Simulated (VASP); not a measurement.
A convergence study with VASP on Bi2Te3 (space group no. 166 when undisturbed): one setting is varied, all else stays as given below, so the limit is that of these other settings. One atom is moved off its site, so that forces are finite.

```
Bi2Te3
1.0
   10.29289    -2.20095     0.00000
   10.29289     2.20095     0.00000
    9.82226     0.00000     3.78299
Bi Te
2 3
Cartesian
 12.21284   0.00000   1.51937
 18.24482   0.00000   2.26980
  0.00000   0.00000   0.00000
  6.38569   0.00000   0.79443
 24.02235   0.00000   2.98857
```

All values below come from PBE GGA, VASP's PBE PAW potentials (set 64) (plane waves; VASP). The tightest run used: 300 eV cut-off, 13×13×13 Γ-centred mesh, Fermi-Dirac smearing of 0.010 eV, potentials Bi_d Te.

Unless said otherwise, spin-orbit coupling is left out, though it shifts the bands of the heavy elements here. Gaps are read on the run's mesh, which can miss a band edge.

Question: The settings run are 2×2×2 mesh; 3×3×3 mesh; 4×4×4 mesh; 5×5×5 mesh; 6×6×6 mesh; 8×8×8 mesh; 9×9×9 mesh; 10×10×10 mesh; 11×11×11 mesh; 13×13×13 mesh. From which on does the energy per atom stay within 0.01 eV/atom of the tightest run?

Answer: From 3×3×3 mesh on: it is off by 0.0082 there and by no more than 0.01 in any finer run, while 2×2×2 mesh is off by 0.2350.
```
setting        E (eV/atom)  pressure (GPa)  largest force (eV/Å)  gap on the mesh (eV)  irreducible k-points  difference judged (eV/atom)
-------------  -----------  --------------  --------------------  --------------------  --------------------  ---------------------------
2×2×2 mesh         -3.4339            3.59                 0.611                 0.253                     4                       0.2350
3×3×3 mesh         -3.6607            1.44                 0.312                 0.298                     6                       0.0082
4×4×4 mesh         -3.6690            1.30                 0.387                 0.289                    13                       0.0001
5×5×5 mesh         -3.6687            1.34                 0.393                 0.287                    19                       0.0002
6×6×6 mesh         -3.6687            1.35                 0.378                 0.284                    32                       0.0002
8×8×8 mesh         -3.6690            1.36                 0.362                 0.282                    65                       0.0002
9×9×9 mesh         -3.6691            1.36                 0.362                 0.281                    85                       0.0002
10×10×10 mesh      -3.6690            1.35                 0.363                 0.281                   116                       0.0002
11×11×11 mesh      -3.6690            1.35                 0.365                 0.281                   146                       0.0001
13×13×13 mesh      -3.6689            1.36                 0.367                 0.280                   231                       0.0000
```

Left out are rungs that failed or repeat a setting and relaxations that didn't move; long series are thinned to 24 rows.

The structure is a typed Bi2Te3 crystal (space group no. 166). The cell was not relaxed at this level, it is distorted from the ideal structure.
